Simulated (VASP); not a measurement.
Here is the system:

```
As2Te3
1.0
    7.07692    -2.00876    -0.11946
    7.07692     2.00876    -0.11946
   -0.87599     0.00000     9.72581
Te As
6 4
Direct
  0.02966   0.02966   0.28540
  0.97034   0.97034   0.71460
  0.78252   0.78252   0.34086
  0.21748   0.21748   0.65914
  0.37689   0.37689   0.03696
  0.62311   0.62311   0.96304
  0.61602   0.61602   0.44807
  0.38398   0.38398   0.55193
  0.20120   0.20120   0.14246
  0.79880   0.79880   0.85754
```

The numbers are results of PBEsol GGA, VASP's PBE PAW potentials (set 64) (plane waves; VASP 6.6.1), not measurements. Numerical set-up: 400 eV cut-off, 7×7×3 Γ-centred mesh, tetrahedra with Blöchl corrections, potentials Te As.

Without a dispersion term in the relaxation, distances and binding between the weakly bound layers, chains or molecules are unreliable, and so is what depends on them.

Q: Estimate the energy per atom (σ→0).

A: 
energy per atom (σ→0): -4.175 eV/atom

Total energies compare only between runs with the same potentials, cut-off and functional.

The structure comes from a computed database's Te3As2 entry (C2/m); how it stands against other phases isn't given here. It was relaxed first, which changed the volume by -10 %.
